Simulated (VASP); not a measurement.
Here is the system:

```
CELL_PARAMETERS angstrom
     -1.67040     1.67040     5.71917
      1.67040    -1.67040     5.71917
      1.67040     1.67040    -5.71917
ATOMIC_POSITIONS crystal
  Nb 0.74992 0.74992 0.00000
  Nb 0.49992 0.99992 0.50000
  P  0.33271 0.33271 0.00000
  P  0.08271 0.58271 0.50000
```

Method: PBE GGA, VASP's PBE PAW potentials (set 64) (plane waves; VASP 6.6.1). Numerical set-up: 400 eV cut-off, 8×8×8 Γ-centred mesh, Gaussian smearing of 0.050 eV, potentials Nb_sv P.

Question: Estimate the energy per atom (σ→0), band gap (on the k-mesh) with the smallest direct gap where there is one.

Answer: 
```json
{
  "band gap (on the k-mesh)": "none (metal, semimetal or under 0.01 eV)",
  "energy per atom (σ→0)": "-8.827 eV/atom"
}
```

Total energies compare only between runs with the same potentials, cut-off and functional.

The structure comes from a computed database's NbP entry (I4_1md); how it stands against other phases isn't given here. It was relaxed first. The k-mesh is coarse (spacing up to 0.33 per Å, 2π included), so the numbers may not be converged in it. The start is the result of an earlier pass.
